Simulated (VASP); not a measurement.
Output of a VASP run:

### OSZICAR
```
       N       E                     dE             d eps       ncg     rms          rms(c)
DAV:   1     0.454658561377E+03    0.45466E+03   -0.21517E+04   480   0.184E+03
DAV:   2     0.492244086584E+01   -0.44974E+03   -0.44436E+03   552   0.506E+02
DAV:   3    -0.486251011515E+02   -0.53548E+02   -0.53160E+02   688   0.155E+02
DAV:   4    -0.509573977627E+02   -0.23323E+01   -0.23314E+01   688   0.304E+01
DAV:   5    -0.510284143472E+02   -0.71017E-01   -0.71011E-01   656   0.436E+00    0.264E+01
DAV:   6    -0.405161445964E+02    0.10512E+02   -0.70275E+01   736   0.748E+01    0.159E+01
DAV:   7    -0.405022645131E+02    0.13880E-01   -0.99992E+00   616   0.247E+01    0.103E+01
DAV:   8    -0.404951247817E+02    0.71397E-02   -0.21715E+00   616   0.156E+01    0.307E+00
DAV:   9    -0.404047943066E+02    0.90330E-01   -0.49982E-01   608   0.683E+00    0.940E-01
DAV:  10    -0.404064581716E+02   -0.16639E-02   -0.95838E-02   704   0.235E+00    0.769E-01
DAV:  11    -0.404010425961E+02    0.54156E-02   -0.61582E-02   728   0.208E+00    0.259E-01
DAV:  12    -0.404004032100E+02    0.63939E-03   -0.32754E-03   600   0.637E-01    0.121E-01
DAV:  13    -0.404002862120E+02    0.11700E-03   -0.61475E-04   760   0.208E-01    0.727E-02
DAV:  14    -0.404002702556E+02    0.15956E-04   -0.16908E-04   712   0.982E-02    0.180E-02
DAV:  15    -0.404002690513E+02    0.12043E-05   -0.16437E-05   720   0.391E-02    0.891E-03
DAV:  16    -0.404002682611E+02    0.79013E-06   -0.30942E-06   464   0.140E-02
   1 F= -.40400268E+02 E0= -.40400268E+02  d E =-.404003E+02
```

File OUTCAR:
```
------------------------ aborting loop because EDIFF is reached ----------------------------------------
  FORCE on cell =-STRESS in cart. coord.  units (eV):
  Direction    XX          YY          ZZ          XY          YZ          ZX
  --------------------------------------------------------------------------------------
  Total       -0.0886417     -0.0886417     -0.0886417      0.0000000     -0.0000000      0.0000000
  in kB       -2.3232039     -2.3232039     -2.3232039      0.0000000     -0.0000000      0.0000000
  external PRESSURE =      -2.3232039 kB  Pullay stress =       0.0000000 kB
  volume of cell :       61.13
      direct lattice vectors                 reciprocal lattice vectors
     3.939312869  0.000000000  0.000000000     0.253851378  0.000000000  0.000000000
     0.000000000  3.939312869  0.000000000     0.000000000  0.253851378  0.000000000
     0.000000000  0.000000000  3.939312869     0.000000000  0.000000000  0.253851378
 POSITION                                       TOTAL-FORCE (eV/Angst)
 -----------------------------------------------------------------------------------
      0.00000      0.00000      0.00000         0.000000      0.000000      0.000000
      1.96966      1.96966      1.96966         0.000000      0.000000      0.000000
      1.96966      0.00000      1.96966         0.000000      0.000000      0.000000
      0.00000      1.96966      1.96966         0.000000      0.000000      0.000000
      1.96966      1.96966      0.00000         0.000000      0.000000      0.000000
 -----------------------------------------------------------------------------------
    total drift:                                0.000000      0.000000     -0.000000
  FREE ENERGIE OF THE ION-ELECTRON SYSTEM (eV)
  ---------------------------------------------------
  free  energy   TOTEN  =       -40.4002682611 eV

  energy  without entropy=      -40.4002682611  energy(sigma->0) =      -40.40026826

 reached required accuracy - stopping structural energy minimisation
```
(Selected blocks of OUTCAR.)

### POSCAR
```
SrTiO3
1
    3.9393128687    -0.0000000000     0.0000000000
    0.0000000000     3.9393128687     0.0000000000
   -0.0000000000    -0.0000000000     3.9393128687
Sr Ti O
1 1 3
Direct
  0.0000000000   0.0000000000   0.0000000000
  0.5000000000   0.5000000000   0.5000000000
  0.5000000000   0.0000000000   0.5000000000
  0.0000000000   0.5000000000   0.5000000000
  0.5000000000   0.5000000000   0.0000000000
```

**Question.** Write an INCAR and KPOINTS that could have produced this output.

**Answer.** One answer among several that fit: the input of the run itself, PW91 GGA, plane waves, VASP's PBE PAW potentials (set 64).

INCAR:
```
SYSTEM=SrTiO3
PREC=Accurate; ENCUT=520; LREAL=.FALSE.
LASPH=.TRUE.
EDIFF=1E-6; NELM=100; ALGO=Normal
LMAXMIX=4
ISMEAR=0; SIGMA=0.05
GGA=91
IBRION=2; NSW=60; ISIF=3
EDIFFG=-0.02
LWAVE=.FALSE.; LCHARG=.FALSE.
```

File KPOINTS:
```
Automatic mesh
0
Gamma
5 5 5
0 0 0
```

POTCAR, in this order: Sr_sv Ti_sv O (PBE.64 set). Program: vasp_std.

The compound is SrTiO3 in the cubic perovskite structure, the ideal cubic form; the compound distorts at low or room temperature. It was relaxed first. The start is the result of an earlier pass.
